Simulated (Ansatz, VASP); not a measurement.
**Ca3ZrBC3 in VASP and in Ansatz**

```xyz
8
Lattice="5.0900 0.0000 0.0000 0.0000 5.0900 0.0000 0.0000 0.0000 5.0900" Properties=species:S:1:pos:R:3 pbc="T T T"
Ca    2.5450    0.0000    0.0000
Ca    0.0000    2.5450    0.0000
Ca    0.0000    0.0000    2.5450
Zr    2.5450    2.5450    2.5450
B     0.0000    0.0000    0.0000
C     0.0000    2.5450    2.5450
C     2.5450    0.0000    2.5450
C     2.5450    2.5450    0.0000
```

Alike in both runs: functional PBE; k mesh 4 × 4 × 4; occupations gaussian, width 0.1 eV; no spin polarisation.

Ansatz relaxed the structure, and its values are those at the end. VASP's run is a single point on that final structure, the one shown.

|  | VASP | Ansatz |
| --- | --- | --- |
| version | VASP 6.6.1 | Ansatz 0.2.0 |
| potentials or method | VASP PAW PBE potentials, release 64 (Ca_sv, Zr_sv, B, C) | scalar-relativistic, plane waves, PAW |
| plane-wave cutoff (eV) | 520 | 420 |
| valence electrons in the cell | 57 | 57 |

Ansatz gave:

| Property | Result |
| --- | --- |
| gap on the k mesh at the Fermi level (eV) | none |
| pressure (GPa) | 0.0 |

Question: Estimate VASP's values.

Answer: gap on the k mesh at the Fermi level (eV): none; pressure (GPa): 0.2.

A gap of «none» marks a metal or a gap that the smearing closes. The functional is the same, so the differences come from potentials, cutoffs and numerics.
